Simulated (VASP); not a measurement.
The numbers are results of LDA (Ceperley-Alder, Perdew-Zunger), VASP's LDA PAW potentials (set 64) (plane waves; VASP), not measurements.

A VASP calculation is set up with these files.

File KPOINTS:
```
Automatic mesh
0
gamma
  15 15 8
```

**POSCAR**
```
Ti
1
    1.4322638243    -2.4807537672     0.0000000000
    1.4322638243     2.4807537672     0.0000000000
    0.0000000000     0.0000000000     4.5218249661
Ti
2
Direct
  0.3333330000   0.6666670000   0.2500000000
  0.6666670000   0.3333330000   0.7500000000
```

INCAR:
```
SYSTEM = Ti
PREC = Accurate
ENCUT = 500
EDIFF = 1E-6
NELM = 100
ALGO = Normal
LREAL = .FALSE.
LASPH = .TRUE.
ISMEAR = 1
SIGMA = 0.1
LMAXMIX = 4
LWAVE = .FALSE.
LCHARG = .FALSE.
IBRION = 2
ISIF = 3
NSW = 40
EDIFFG = -0.02
PSTRESS = 50
```

POTCAR, in this order: Ti_sv (LDA.64 set). Program: vasp_std.

**Question.** What will the output report for the number of irreducible k-points (NKPTS), largest plane-wave count, number of space-group operations, FFT grid (NGX, NGY, NGZ)?

**Answer.** 
* **number of irreducible k-points (NKPTS)**: 135
* **largest plane-wave count**: 829
* **number of space-group operations**: 24
* **FFT grid (NGX, NGY, NGZ)**: 24 × 24 × 36

The compound is Ti in the hcp structure. This run relaxes it under an external pressure of 5 GPa. Symmetry was kept, so distortions that lower it aren't found.
